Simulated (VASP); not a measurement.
Calculation: LDA (Ceperley-Alder, Perdew-Zunger), VASP's LDA PAW potentials (set 64) (plane waves; VASP).

A VASP calculation is set up with these files.

**KPOINTS**
```
Automatic mesh
0
Gamma
8 8 8
0 0 0
```

**INCAR**
```
# general
SYSTEM  = GaP
PREC    = Accurate
ENCUT   = 400
LREAL   = .FALSE.
LASPH   = .TRUE.

# electronic loop
EDIFF   = 1E-6
NELM    = 100
ALGO    = Normal
LMAXMIX = 4

# smearing
ISMEAR  = 0
SIGMA   = 0.05

# ions
IBRION  = 2
NSW     = 60
ISIF    = 3
EDIFFG  = -0.01

# output
LWAVE   = .FALSE.
LCHARG  = .FALSE.
```

POSCAR:
```
GaP
1.0
  0.0000000000   2.6950256446   2.6950256446
  2.6950256446   0.0000000000   2.6950256446
  2.6950256446   2.6950256446   0.0000000000
Ga P
1 1
Cartesian
  0.0000000000   0.0000000000   0.0000000000
  1.3475128223   1.3475128223   1.3475128223
```

POTCAR, in this order: Ga_d P (LDA.64 set). Program: vasp_std.

The run wrote:

### OSZICAR
```
       N       E                     dE             d eps       ncg     rms          rms(c)
DAV:   1     0.724466407331E+02    0.72447E+02   -0.83431E+03   778   0.174E+03
DAV:   2    -0.530244151406E+01   -0.77749E+02   -0.73977E+02   839   0.301E+02
DAV:   3    -0.106811415644E+02   -0.53787E+01   -0.53594E+01   929   0.706E+01
DAV:   4    -0.107820942778E+02   -0.10095E+00   -0.10092E+00   907   0.105E+01
DAV:   5    -0.107843459532E+02   -0.22517E-02   -0.22516E-02   970   0.134E+00    0.449E+00
DAV:   6    -0.105055151268E+02    0.27883E+00   -0.45871E-01  1149   0.130E+01    0.290E+00
DAV:   7    -0.104546534497E+02    0.50862E-01   -0.11291E-01   950   0.256E+00    0.108E+00
DAV:   8    -0.104499726122E+02    0.46808E-02   -0.13139E-02   877   0.156E+00    0.197E-01
DAV:   9    -0.104499418780E+02    0.30734E-04   -0.10876E-03  1139   0.519E-01    0.624E-02
DAV:  10    -0.104499395406E+02    0.23374E-05   -0.52527E-05  1132   0.887E-02    0.224E-02
DAV:  11    -0.104499456895E+02   -0.61489E-05   -0.78756E-06   900   0.487E-02    0.531E-03
DAV:  12    -0.104499454687E+02    0.22079E-06   -0.64335E-07   517   0.127E-02
   1 F= -.10449945E+02 E0= -.10449945E+02  d E =-.104499E+02
```

File OUTCAR:
```
------------------------ aborting loop because EDIFF is reached ----------------------------------------
  FORCE on cell =-STRESS in cart. coord.  units (eV):
  Direction    XX          YY          ZZ          XY          YZ          ZX
  --------------------------------------------------------------------------------------
  Total       -0.0104613     -0.0104613     -0.0104613      0.0000000      0.0000000      0.0000000
  in kB       -0.4281334     -0.4281334     -0.4281334      0.0000000      0.0000000      0.0000000
  external PRESSURE =      -0.4281334 kB  Pullay stress =       0.0000000 kB
  volume of cell :       39.15
      direct lattice vectors                 reciprocal lattice vectors
     0.000000000  2.695025645  2.695025645    -0.185526992  0.185526992  0.185526992
     2.695025645  0.000000000  2.695025645     0.185526992 -0.185526992  0.185526992
     2.695025645  2.695025645  0.000000000     0.185526992  0.185526992 -0.185526992
  FREE ENERGIE OF THE ION-ELECTRON SYSTEM (eV)
  ---------------------------------------------------
  free  energy   TOTEN  =       -10.4499454687 eV

  energy  without entropy=      -10.4499454687  energy(sigma->0) =      -10.44994547

 reached required accuracy - stopping structural energy minimisation
```
(Selected blocks of OUTCAR.)

The structure comes from a computed database's GaP entry (F-43m); how it stands against other phases isn't given here. It was relaxed first. The start is the result of an earlier pass.
